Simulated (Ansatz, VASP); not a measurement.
**K19Mg19Cr2Cl63 (liquid Cl61.2Cr1.9K18.4Mg18.4 at 1073 K) in two plane-wave programs**

Aim: how closely do two programs agree when they are given the same cell, functional and k mesh? The cell is taken from a series of runs on this material, whose earlier steps may have relaxed, scaled, displaced or heated it; both programs get it as it stands.

Main program and level: Ansatz 0.2.0; plane waves, with VASP 6.6.1 beside it; single point at PBE.

## Step 1: The starting structure

The cell holds 103 atoms: 63 Cl, 2 Cr, 19 K and 19 Mg. Its edges and angles: a = 15.836 Å, b = 15.836 Å, c = 15.836 Å, α = 90.0°, β = 90.0°, γ = 90.0°. As first built, before any earlier steps moved the atoms (in the runner's words): 103 atoms (63 Cl, 2 Cr, 19 K, 19 Mg) packed at random and pushed apart as soft spheres at 1.62 g/cm^3; MD (Langevin at fixed volume unless said) with the MACE-MP-0b2 small potential (Batatia et al., arXiv:2401.00096), steps of 2 fs: 1 ps at 1610 K, 1610 to 1073 K in 0.6 ps, 1 ps at 1073 K with a Berendsen barostat at zero pressure, 2 ps at 1073 K.

## Step 2: Ansatz: single point, PBE

Ansatz runs on its default PAW (the set named soft_2) files.

With cell and atoms fixed, the geometry can't cause a difference; cores, projectors, grids and the points listed under the comparison can.

The input, input.yaml:

```yaml
crystal:
  lattice:
    - [15.83551, 0.0, 0.0]
    - [0.0, 15.83551, 0.0]
    - [0.0, 0.0, 15.83551]
  atoms:
    - { symbol: Cl, position: [0.93652, 0.53037, 0.65683] }
    - { symbol: Cl, position: [0.38835, 0.65375, 0.86968] }
    - { symbol: Cl, position: [0.0699, 0.21929, 0.7121] }
    - { symbol: Cl, position: [0.55008, 0.19559, 0.40762] }
    - { symbol: Cl, position: [0.17006, 0.50501, 0.93129] }
    - { symbol: Cl, position: [0.69705, 0.30351, 0.0068] }
    - { symbol: Cl, position: [0.40514, 0.1481, 0.0156] }
    - { symbol: Cl, position: [0.37072, 0.56979, 0.64664] }
    - { symbol: Cl, position: [0.17429, 0.20068, 0.04218] }
    - { symbol: Cl, position: [0.03768, 0.84487, 0.74275] }
    - { symbol: Cl, position: [0.56031, 0.44355, 0.04847] }
    - { symbol: Cl, position: [0.69077, 0.83051, 0.18715] }
    - { symbol: Cl, position: [0.56117, 0.33919, 0.55601] }
    - { symbol: Cl, position: [0.96794, 0.39892, 0.84667] }
    - { symbol: Cl, position: [0.72395, 0.88318, 0.00049] }
    - { symbol: Cl, position: [0.9244, 0.59353, 0.20463] }
    - { symbol: Cl, position: [0.74368, 0.76669, 0.78985] }
    - { symbol: Cl, position: [0.29918, 0.77462, 0.4933] }
    - { symbol: Cl, position: [0.25585, 0.1792, 0.54153] }
    - { symbol: Cl, position: [0.79855, 0.11683, 0.58815] }
    - { symbol: Cl, position: [0.16202, 0.64122, 0.11653] }
    - { symbol: Cl, position: [0.79796, 0.19881, 0.21473] }
    - { symbol: Cl, position: [0.53745, 0.86777, 0.82263] }
    - { symbol: Cl, position: [0.06888, 0.63617, 0.44751] }
    - { symbol: Cl, position: [0.94308, 0.91362, 0.52383] }
    - { symbol: Cl, position: [0.48468, 0.76796, 0.64586] }
    - { symbol: Cl, position: [0.69657, 0.00538, 0.75451] }
    - { symbol: Cl, position: [0.85108, 0.19402, 0.83292] }
    - { symbol: Cl, position: [0.14911, 0.43193, 0.71331] }
    - { symbol: Cl, position: [0.20798, 0.97478, 0.61602] }
[... 67 atom lines left out ...]
    - { symbol: Mg, position: [0.02014, 0.98136, 0.98282] }
    - { symbol: Mg, position: [0.06448, 0.72862, 0.17498] }
    - { symbol: Mg, position: [0.433, 0.69856, 0.52592] }
    - { symbol: Mg, position: [0.61423, 0.05647, 0.33904] }
    - { symbol: Mg, position: [0.79308, 0.31684, 0.12719] }
    - { symbol: Mg, position: [0.14776, 0.9411, 0.74324] }
magnetization:
  spin_polarized: true
kpoints:
  mp_grid: { grid: [1, 1, 1] }
hamiltonian:
  xc: pbe
scf:
  occupations: { method: gaussian, width: 0.025 }
  lower_state_search: "off"
output:
  forces: true
```

Started as:

```
ansatz run input.yaml --threads 16 --pin off --max-ram 31232MiB --backend cpu --events-out ev --progress --plain --runs-dir out
```

Numbers of over 12 decimals in the logs are rounded to 6 here.

The log of the run:

```text
Engine: ansatz 0.2.0, aarch64-unknown-linux-gnu
Pseudopotentials: kind: paw
Pseudopotential: Cl, paw, valence charge 7, recommended cutoff 420 eV (normal), Cl.paw.azcp
Pseudopotential: Cr, paw, valence charge 14, recommended cutoff 420 eV (normal), Cr.paw.azcp
Pseudopotential: K, paw, valence charge 9, recommended cutoff 420 eV (normal), K.paw.azcp
Pseudopotential: Mg, paw, valence charge 10, recommended cutoff 420 eV (normal), Mg.paw.azcp
Functional definition: PBE
  parameter kappa = 0.804
  parameter beta = 0.066725
  exchange = pbe_x(kappa = kappa, mu = beta*pi^2/3)
  correlation = pbe_c(beta = beta)
Crystal: 103 atoms, lattice volume = 3970.966 Å³
Basis set: ecut = 420 eV, 77605 PW (Γ), exchange–correlation on 216×216×216 points (8 copies of the dense FFT grid, shifted against one another)
Bands: 521, of which v1, the nominal top of the filled ones, is band 415 counted from 1 (414 counted from 0)
Symmetry: 1 space group operations
Space group: P1 (ITA 1), of the structure as read, at distance tolerance 1.6e-4 Å
Magnetic group: BNS 1.1 (UNI 1), of the structure as read, at distance tolerance 1.6e-4 Å
k-points: 1
Non-local potential: Cl, projectors of the file, l = 0: 2, l = 1: 2, l = 2: 2
Non-local potential: Cr, projectors of the file, l = 0: 3, l = 1: 2, l = 2: 3, l = 3: 1
Non-local potential: K, projectors of the file, l = 0: 3, l = 1: 2, l = 2: 2
Non-local potential: Mg, projectors of the file, l = 0: 3, l = 1: 2, l = 2: 1
PAW form: soft (Blöchl's): semilocal exchange-correlation on the pseudo side does not see the compensation charge
PAW one-centre angular grid: Cl, 110 points (default); XC on 64 Gauss nodes
PAW one-centre angular grid: Cr, 590 points (default); XC on 64 Gauss nodes
PAW one-centre angular grid: K, 110 points (default); XC on 64 Gauss nodes
PAW one-centre angular grid: Mg, 110 points (default); XC on 64 Gauss nodes
Initial density: superposition of atomic densities (chi_scale 0.1, normalization cell, long waves kept (reshape's long-wave potential 0.67 eV rms))
Starting moments: Σ|m| = 6 μB on 2 of 103 sites
Starting magnetic order: compensated ferrimagnet; no operation exchanges its spin sublattices
Initial wavefunctions: pseudopotential atomic-orbital guess
Functional: x = pbe(κ = 0.804, μ = 0.219515), c = pbe(β = 0.066725)
SCF iter   1: F=—  HF=-140738.248836 eV  |F-HF|=—  |Δ(HF+E_count)|=         —  Δρ=2.85e-2 (↑2.69e-2 ↓2.85e-2)  dr2=2.02e2  dr2_m=2.77e0  M=-0.473 μB ∫|m|=9.253 μB  β_m=0.30  ethr=3.10e-3  ⟨swp⟩=7.0  Hψ=4395  notcnv=0  defer=176
preconditioner: auto → none  [metal: Δε(μ)=0.017 eV  Ē_g=6.808 eV  σ=0.025 eV  W_gap=0.35  n_scr=618 (ndim 8)  ℏωp=12.0 eV  f_vac=0.189  D(μ)=57.68/eV (n_scr^D=256)  sad-step TF]
SCF iter   2: F=—  HF=-140724.250361 eV  |F-HF|=—  |Δ(HF+E_count)|=    1.40e1  Δρ=3.52e-2 (↑2.16e-2 ↓3.52e-2)  dr2=2.14e2  dr2_m=7.20e0  M=2.036 μB ∫|m|=3.780 μB  β_m=0.30  ethr=3.10e-3  ⟨swp⟩=3.0  Hψ=2029  notcnv=0  defer=194
preconditioner: auto → Resta (q_TF=auto, 2.102 Å⁻¹)  ε∞=4.1  [insulator: Δε(μ)=0.055 eV  Ē_g=6.604 eV  σ=0.025 eV  W_gap=0.88  n_scr=618 (ndim 8)  ℏωp=11.5 eV  f_vac=0.194  D(μ)=17.61/eV (n_scr^D=56)  ε∞_Penn≈4.1]
spin=Collinear: Resta preconditioning applied to the charge; magnetization (m = ρ↑ − ρ↓) channel mixes plain (no charge-response kernel on spin).
SCF iter   3: F=—  HF=-140714.891515 eV  |F-HF|=—  |Δ(HF+E_count)|=    9.36e0  Δρ=3.49e-2 (↑3.49e-2 ↓2.36e-2)  dr2=2.96e2  dr2_m=1.69e0  M=1.006 μB ∫|m|=5.922 μB  β_m=0.30  ethr=3.10e-3  ⟨swp⟩=3.0  Hψ=2221  notcnv=0  defer=198
SCF iter   4: F=—  HF=-140726.852810 eV  |F-HF|=—  |Δ(HF+E_count)|=    1.20e1  Δρ=5.74e-2 (↑2.40e-2 ↓5.74e-2)  dr2=4.90e2  dr2_m=1.12e1  M=0.512 μB ∫|m|=1.191 μB  β_m=0.30  ethr=3.10e-3  ⟨swp⟩=3.5  Hψ=2225  notcnv=0  defer=201
SCF iter   5: F=—  HF=-140701.202486 eV  |F-HF|=—  |Δ(HF+E_count)|=    2.57e1  Δρ=1.04e-2 (↑1.04e-2 ↓8.54e-3)  dr2=2.08e1  dr2_m=7.02e-1  M=0.017 μB ∫|m|=6.612 μB  β_m=0.30  ethr=3.10e-3  ⟨swp⟩=3.5  Hψ=2025  notcnv=0  defer=199
SCF iter   6: F=—  HF=-140699.392734 eV  |F-HF|=—  |Δ(HF+E_count)|=    1.81e0  Δρ=1.05e-2 (↑9.00e-3 ↓1.05e-2)  dr2=2.10e1  dr2_m=1.05e0  M=2.000 μB ∫|m|=6.678 μB  β_m=0.30  ethr=2.51e-3  ⟨swp⟩=2.5  Hψ=1231  notcnv=0  defer=195
SCF iter   7: F=—  HF=-140698.376255 eV  |F-HF|=—  |Δ(HF+E_count)|=    1.02e0  Δρ=2.08e-2 (↑7.44e-3 ↓2.08e-2)  dr2=4.61e1  dr2_m=3.92e0  M=-2.000 μB ∫|m|=8.472 μB  β_m=0.30  ethr=2.51e-3  ⟨swp⟩=3.0  Hψ=1851  notcnv=0  defer=195
SCF iter   8: F=—  HF=-140697.581521 eV  |F-HF|=—  |Δ(HF+E_count)|=   7.95e-1  Δρ=1.85e-2 (↑5.90e-3 ↓1.85e-2)  dr2=3.42e1  dr2_m=3.16e0  M=-1.918 μB ∫|m|=8.378 μB  β_m=0.30  ethr=2.51e-3  ⟨swp⟩=2.0  Hψ=1047  notcnv=0  defer=195
Mixer restart at iter 8: flushing history
[...]
k-point 0 ↓: bands = [... 411 lower, -0.0854, -0.0526, -0.0397, 0.0697, 0.1354, 0.5712, 2.1958, 2.3460, ... 102 higher]
```

The column dr2 measures how far the density is from self-consistency, as an energy; F and HF (Harris–Foulkes) agree once it is small.

## Step 3: VASP: single point, PBE

The same cell, functional, mesh and smearing now go to VASP, with its own data sets and cutoff.

Lines of VASP's logs that name or quote its potential files are left out, and so is its time.

The input, INCAR:

```
SYSTEM = K19Mg19Cr2Cl63
PREC = Accurate
ENCUT = 400
EDIFF = 1E-05
NELM = 200
ISMEAR = 0
SIGMA = 0.025
LREAL = Auto
ALGO = All
GGA = PE
NBANDS = 409
ISPIN = 2
MAGMOM = -0.07 -0 -0 -0 0.01 0.02 0.05 -0 0 -0 0.06 0 -0 -0.09 -0 0 -0 -0 -0.02 -0 -0 0 -0 -0 -0 0 -0 -0.01 -0.01 -0 0 -0 0 -0 0 0 -0.01 -0 0 -0 -0.22 0 -0.01 0 -0 -0.01 -0.01 0 0 -0 -0 -0 0 -0.05 0 0.02 -0.02 -0 -0 -0.02 -0 0 0 -2.7 3.07 -0 0 -0 -0 0 0 0 0 -0 0 0 -0 0 -0 -0 -0 -0 -0 0 -0 -0 -0 0 -0 -0 0 0 0 0 0 0 -0 0 -0 0 0 -0 -0
LASPH = .TRUE.
LMAXMIX = 4
LORBIT = 11
LWAVE = .FALSE.
LCHARG = .FALSE.
ISIF = 2
```

The input, POSCAR:

```
K19Mg19Cr2Cl63
1.0
   15.8355100000      0.0000000000      0.0000000000
    0.0000000000     15.8355100000      0.0000000000
    0.0000000000      0.0000000000     15.8355100000
Cl Cr K Mg
63 2 19 19
Direct
    0.9365200000      0.5303700000      0.6568300000
    0.3883500000      0.6537500000      0.8696800000
    0.0699000000      0.2192900000      0.7121000000
    0.5500800000      0.1955900000      0.4076200000
    0.1700600000      0.5050100000      0.9312900000
    0.6970500000      0.3035100000      0.0068000000
    0.4051400000      0.1481000000      0.0156000000
    0.3707200000      0.5697900000      0.6466400000
    0.1742900000      0.2006800000      0.0421800000
    0.0376800000      0.8448700000      0.7427500000
    0.5603100000      0.4435500000      0.0484700000
    0.6907700000      0.8305100000      0.1871500000
    0.5611700000      0.3391900000      0.5560100000
    0.9679400000      0.3989200000      0.8466700000
    0.7239500000      0.8831800000      0.0004900000
    0.9244000000      0.5935300000      0.2046300000
    0.7436800000      0.7666900000      0.7898500000
    0.2991800000      0.7746200000      0.4933000000
    0.2558500000      0.1792000000      0.5415300000
    0.7985500000      0.1168300000      0.5881500000
    0.1620200000      0.6412200000      0.1165300000
    0.7979600000      0.1988100000      0.2147300000
    0.5374500000      0.8677700000      0.8226300000
    0.0688800000      0.6361700000      0.4475100000
    0.9430800000      0.9136200000      0.5238300000
    0.4846800000      0.7679600000      0.6458600000
    0.6965700000      0.0053800000      0.7545100000
    0.8510800000      0.1940200000      0.8329200000
    0.1491100000      0.4319300000      0.7133100000
    0.2079800000      0.9747800000      0.6160200000
[... 67 atom lines left out ...]
    0.0201400000      0.9813600000      0.9828200000
    0.0644800000      0.7286200000      0.1749800000
    0.4330000000      0.6985600000      0.5259200000
    0.6142300000      0.0564700000      0.3390400000
    0.7930800000      0.3168400000      0.1271900000
    0.1477600000      0.9411000000      0.7432400000
```

The input, KPOINTS:

```
Automatic mesh
0
Gamma
1 1 1
0 0 0
```

The projector-augmented-wave data sets are Cl, Cr_pv, K_sv and Mg (PBE family, release 64).

Started as:

```
export OMP_NUM_THREADS=5
mpirun -np 1 vasp_gam
```

The log of the run:

```text
[banner, memory and clock lines left out]
running    1 mpi-ranks, on    1 nodes
[...]
Offloading initialized ...    1 GPUs detected
[...]
LDA part: xc-table for (Slater+PW92), standard interpolation
 POSCAR, INCAR and KPOINTS ok, starting setup
[...]
entering main loop
       N       E                     dE             d eps       ncg     rms           ort
DAV:   1     0.620423687960E+04    0.62042E+04   -0.28807E+05   409   0.121E+03
DAV:   2     0.456898632268E+03   -0.57473E+04   -0.55754E+04   409   0.306E+02
DAV:   3    -0.350371206428E+03   -0.80727E+03   -0.80288E+03   409   0.111E+02
DAV:   4    -0.375753030646E+03   -0.25382E+02   -0.25291E+02   409   0.238E+01
DAV:   5    -0.377427825751E+03   -0.16748E+01   -0.16738E+01   409   0.449E+00
SDA:   6    -0.285109886001E+03    0.92318E+02   -0.16738E+01   409   0.381E+03   0.000E+00
 gam= 0.000 g(H,U,f)=  0.283E+03 0.982E+02 0.346E-04 ort(H,U,f) = 0.000E+00 0.000E+00 0.000E+00
 gam= 0.000 trial= 0.400  step=  0.1825 mean=  0.4000
[...]
gam= 8.052 trial= 0.102  step=  0.0291 mean=  0.1019
  continued last = 0.030  step=  0.0294 harm=  0.0295 4th-ord=  0.0294
  steps along line     -0.10185E-04   0.10185E-04   0.10185E+00   0.30179E-01
  energies along line   0.11145E-07  -0.11145E-07   0.83911E-04  -0.16135E-04
CGA: 104    -0.345500230628E+03   -0.16156E-04   -0.16146E-04   409   0.621E-03  -0.296E-04
 gam= 0.638 g(H,U,f)=  0.472E-04 0.371E-03 0.204E-03 ort(H,U,f) = 0.324E-03-0.113E-03-0.240E-03
 gam= 0.638 trial= 0.095  step=  0.0439 mean=  0.0946
CGA: 105    -0.345500243772E+03   -0.13145E-04   -0.13241E-04   409   0.198E-03   0.255E-05
 gam= 0.318 g(H,U,f)=  0.411E-04 0.116E-03 0.407E-04 ort(H,U,f) = 0.920E-04-0.101E-03 0.117E-04
 gam= 0.318 trial= 0.090  step=  0.0214 mean=  0.0895
  continued last = 0.027  step=  0.0229 harm=  0.0231 4th-ord=  0.0229
  steps along line     -0.89544E-05   0.89544E-05   0.89544E-01   0.26532E-01
  energies along line   0.17760E-08  -0.17760E-08   0.19381E-04  -0.22449E-05
CGA: 106    -0.345500246108E+03   -0.23353E-05   -0.23046E-05   409   0.128E-03  -0.209E-04
 gam= 0.649 g(H,U,f)=  0.388E-04 0.607E-04 0.287E-04 ort(H,U,f) = 0.584E-04-0.402E-04-0.391E-04
 gam= 0.649 trial= 0.083  step=  0.1100 mean=  0.0829
 final diagonalization occupied
   1 F= -.34550025E+03 E0= -.34549021E+03  d E =-.200760E-01  mag=     0.0296
```

From OUTCAR (step 3):

```text
  FREE ENERGIE OF THE ION-ELECTRON SYSTEM (eV)
  ---------------------------------------------------
  free  energy   TOTEN  =      -345.5002461077 eV

  energy  without entropy=     -345.4801701429  energy(sigma->0) =     -345.49020813

 magnetization (x)
# of ion       s       p       d       tot
------------------------------------------
    1       -0.001  -0.064   0.000  -0.065
    2       -0.000   0.000   0.000   0.000
    3       -0.000  -0.001   0.000  -0.001
    4       -0.000  -0.003   0.000  -0.003
    5        0.000   0.004   0.000   0.004
    6        0.001   0.020   0.000   0.020
    7        0.001   0.055   0.000   0.055
    8       -0.000  -0.000   0.000  -0.000
    9        0.000   0.011   0.000   0.011
   10       -0.000  -0.000   0.000  -0.000
   11        0.001   0.056   0.000   0.058
   12        0.000   0.000   0.000   0.000
   13       -0.000  -0.002   0.000  -0.002
[...]
--------------------------------------------------
tot         -0.007  -0.365   0.413   0.041
```

The magnetic state follows from one typed start and may not be the lowest.

## Step 4: Comparison

Known differences besides the potentials themselves: VASP starts from the moments at which Ansatz ended; the data sets hold 830 valence electrons in Ansatz (default PAW (the set named soft_2) files) and 674 in VASP; the cutoff is 420 eV in Ansatz and 400 eV in VASP (PREC = Accurate, projectors in real space); site moments are counted in spheres of each program's own size. Total energies have different zeros and are not compared.

The two programs side by side:

| quantity | Ansatz | VASP | difference |
| --- | --- | --- | --- |
| total moment (μB) | 0.04 | 0.03 | +0.01 |
| moment on Cr65 (μB) | 3.08 | 3.42 | -0.35 |
| moment on Cr64 (μB) | -2.70 | -3.00 | +0.30 |
| moment on Cl41 (μB) | -0.22 | -0.21 | -0.01 |
| moment on Cl14 (μB) | -0.09 | -0.09 | 0.00 |
| moment on Cl1 (μB) | -0.07 | -0.07 | 0.00 |
| moment on Cl11 (μB) | 0.07 | 0.06 | +0.01 |
| moment on Cl7 (μB) | 0.05 | 0.06 | 0.00 |

Forces on 10 of the 103 atoms, those with the largest forces and the largest differences (eV/Å; atoms numbered as in POSCAR):

| atom | Ansatz x, y, z | VASP x, y, z |
| --- | --- | --- |
| Cl7 | -1.161, 0.990, 1.077 | -1.154, 0.979, 1.064 |
| Cl16 | 0.949, 1.285, 0.267 | 0.947, 1.290, 0.260 |
| Cl25 | -1.076, 0.077, 0.106 | -1.104, 0.099, 0.102 |
| Cl27 | -0.962, -0.566, 1.084 | -0.987, -0.577, 1.089 |
| Cl51 | 0.843, -1.453, 0.760 | 0.831, -1.453, 0.765 |
| Cr65 | 0.897, 1.175, 1.436 | 0.889, 1.167, 1.437 |
| K81 | 1.011, -0.010, 0.024 | 1.042, -0.019, 0.024 |
| Mg92 | -0.273, -2.025, 0.258 | -0.261, -2.019, 0.266 |
| Mg96 | -1.040, 1.869, -0.758 | -1.038, 1.870, -0.753 |
| Mg98 | 2.087, -0.676, -0.777 | 2.096, -0.672, -0.770 |

The forces differ by 8.9 meV/Å r.m.s., which is 1.5 % of the r.m.s. force of 0.59 eV/Å (both taken over all components).

## Step 5: Outcome

| Property | Result |
| --- | --- |
| r.m.s. force difference (single point, PBE) | 1.5 % of the r.m.s. force |

**Reading.** The r.m.s. force difference is 1.5 % of the r.m.s. force (single point, PBE), within the 3 % picked in this series as the mark of a large difference. How closely two codes agree says nothing of how well the functional describes the real material.

[Lines on the potential files, build, host, timing and source positions are cut from VASP's logs without a mark.]

[Logs are printed without paths, hosts, clocks, repeated set-up lines and the standing remarks that a program may print on its own settings, such as how far it seeks lower states.]

[Hosts, paths, dates, database ids (printed as entryN), source tags and the programs' standing remarks are cut or masked in the printed files.]
